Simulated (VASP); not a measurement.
Given:

```
CELL_PARAMETERS angstrom
      0.00000     3.55495     3.55495
      3.55495     0.00000     3.55495
      3.55495     3.55495     0.00000
ATOMIC_POSITIONS crystal
  K  0.00000 0.00000 0.00000
  I  0.50000 0.50000 0.50000
```

All values below come from PW91 GGA, VASP's PBE PAW potentials (set 64) (plane waves; VASP). Numerical set-up: 520 eV cut-off, 7×7×7 Γ-centred mesh, Gaussian smearing of 0.050 eV, potentials K_sv I.

The job: KI (rock salt), 2 atoms, PW91, static run, 520 eV, 7×7×7 Γ-centred mesh. Roughly how much core time does it take on a busy server core?

About 20 core-seconds (one run on a shared machine, a rough figure). It had 20 irreducible k-points, 12 bands, up to 2442 plane waves and 14 electronic steps.

The compound is KI in the rock salt structure. This cell is one point of a volume scan, at 0.97 of the reference volume.
